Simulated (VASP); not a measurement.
```xyz
71
Lattice="4.8683 -8.4322 0.0000 4.8683 8.4322 0.0000 0.0000 0.0000 10.5563" Properties=species:S:1:pos:R:3 pbc="T T T"
Ga     1.6311    -0.9443     2.6293
Ga     1.6205     0.9379     0.0024
Ga     1.6630    -0.9504     7.8971
Ga     1.6465     0.9215     5.2790
Ga     3.2528     1.8678     2.6472
Ga     3.2475     3.7479     0.0105
Ga     3.2470     1.8761     7.9228
Ga     3.2551     3.7535     5.2823
Ga     4.8723     4.6866     2.6446
Ga     4.8684     6.5612     0.0048
Ga     4.8821     4.6921     7.9131
Ga     4.8989     6.5634     5.2795
Ga     3.2441    -3.7390     2.6266
Ga     3.2442    -1.8746    10.4722
Ga     3.2534    -3.7067     7.8972
Ga     4.8354    -0.9581     2.6289
Ga     4.8724     0.9386    10.5503
Ga     4.8519    -0.9477     7.8922
Ga     4.8348     0.9125     5.3040
Ga     6.4732     1.8668     2.6596
Ga     6.4950     3.7445     0.0034
Ga     6.4957     1.8844     7.9162
Ga     6.5114     3.7708     5.2786
Ga     4.8735    -6.5564     2.6600
Ga     4.8684    -4.6881     0.0017
Ga     4.8717    -6.5561     7.9093
Ga     4.8662    -4.6555     5.2796
Ga     6.4908    -3.7411     2.6473
Ga     6.4952    -1.8721    10.5502
Ga     6.4942    -3.7474     7.9232
Ga     6.4545    -1.8908     5.3042
Ga     8.1004    -0.9485     2.6602
Ga     8.1161     0.9372     0.0130
Ga     8.1271    -0.9383     7.9172
Ga     8.1060     0.9325     5.2691
N      1.4800    -0.8449     4.5487
N      1.6259     0.9503     1.9810
N      1.5937    -0.9186     9.9138
N      1.6260     0.9465     7.2686
N      3.2374     1.9001     4.6336
N      3.2474     3.7472     1.9963
N      3.2418     1.8805     9.9069
N      3.2542     3.7527     7.2731
N      4.8749     4.6879     4.6327
N      4.8532     6.5508     1.9820
N      4.8684     4.6836     9.9033
N      4.8764     6.5611     7.2686
N      3.2535    -3.9176     4.5468
N      3.2213    -1.8888     1.9139
N      3.2477    -3.7821     9.9141
N      3.2576    -1.8674     7.4697
N      4.8623     0.9508     1.9593
N      4.8971    -0.9213     9.9144
N      4.8724     0.9622     7.3000
N      6.4765     1.8773     4.6455
N      6.4764     3.7367     1.9806
N      6.5011     1.8745     9.9052
N      6.4974     3.7517     7.2679
N      4.8726    -6.5558     4.6438
N      4.8828    -4.6906     1.9801
N      4.8658    -6.5604     9.9024
N      4.8776    -4.6858     7.2691
N      6.5097    -3.7681     4.6339
N      6.5025    -1.8881     1.9598
N      6.4959    -3.7557     9.9064
N      6.5167    -1.8830     7.3004
N      8.1115    -0.9517     4.6457
N      8.1121     0.9357     2.0052
N      8.1203    -0.9307     9.9063
N      8.1161     0.9382     7.2653
C      4.9567    -0.8859     4.5697
```
Cell charge -2.

All values below come from PBE GGA, VASP's PBE PAW potentials (set 64) (plane waves; VASP). Run with PREC = Normal, LREAL = Auto, ISYM = 0, NELECT = 286.0, 400 eV cut-off, 1×1×1 Γ-centred mesh, Gaussian smearing of 0.050 eV, potentials Ga N C. Starting moments (MAGMOM): 71*0.0282. The cell's moment is fixed (NUPDOWN = 2).

At this cut-off the stress carries a Pulay error, which pulls relaxed volumes low. The cell is charged, with a uniform compensating background.  The supercell is sampled at Γ alone, which is coarse: total energies, pressure and levels can be off, energies of defects by several tenths of an eV.

Problem. Estimate the cell moment, energy per atom (σ→0), pressure.

Solution. 
```yaml
cell_moment: 2.00 μB
energy per atom (σ→0): -5.853 eV/atom
pressure: 1.52 GPa
```

Problem. Give the moment on each site (PAW-sphere projection).

Solution. 
```
site  moment (μB)
----  -----------
Ga1          0.00
Ga2          0.00
Ga3          0.00
Ga4          0.00
Ga5          0.00
Ga6          0.00
Ga7          0.00
Ga8          0.00
Ga9          0.00
Ga10         0.00
Ga11         0.00
Ga12         0.00
Ga13         0.00
Ga14         0.00
Ga15         0.00
Ga16         0.01
Ga17         0.00
Ga18         0.00
Ga19         0.03
Ga20         0.00
Ga21         0.00
Ga22         0.00
Ga23         0.00
Ga24         0.00
Ga25         0.00
Ga26         0.00
Ga27         0.00
Ga28         0.00
Ga29         0.00
Ga30         0.00
Ga31         0.03
Ga32         0.00
Ga33         0.00
Ga34         0.00
Ga35         0.00
N36          0.28
N37          0.00
N38          0.00
N39          0.00
N40          0.01
N41          0.00
N42          0.00
N43          0.00
N44          0.00
N45          0.00
N46          0.00
N47          0.00
N48          0.28
N49          0.01
N50          0.00
N51          0.01
N52          0.01
N53          0.00
N54          0.00
N55          0.07
N56          0.00
N57          0.00
N58          0.00
N59          0.06
N60          0.00
N61          0.00
N62          0.00
N63          0.01
N64          0.01
N65          0.00
N66          0.00
N67          0.07
N68          0.00
N69          0.00
N70          0.00
C71          0.43
```

Only differences to runs with the same potentials and settings are physical.

The cell is a supercell with a defect, built from GaN (wurtzite): C_N-vac_Ga, charge -2.
